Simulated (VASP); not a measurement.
Input:

```xyz
2
Lattice="1.6439 -2.8474 0.0000 1.6439 2.8474 0.0000 0.0000 0.0000 5.0974" Properties=species:S:1:pos:R:3 pbc="T T T"
Sc     1.6439     0.9491     1.2744
Sc     1.6439    -0.9491     3.8231
```

Computed with optB86b-vdW, VASP's PBE PAW potentials (set 64) (plane waves; VASP 6.6.1). Settings: 520 eV cut-off, 14×14×8 Γ-centred mesh, tetrahedra with Blöchl corrections, potentials Sc_sv.

Question: The job: Sc (hcp), 2 atoms, optB86b-vdW, static run, 520 eV, 14×14×8 Γ-centred mesh. Roughly how much core time does it take on a busy server core?

Answer: About 60 core-seconds (one run on a shared machine, a rough figure). It had 120 irreducible k-points, 15 bands, up to 1304 plane waves and 14 electronic steps.

The compound is Sc in the hcp structure. It was relaxed first.
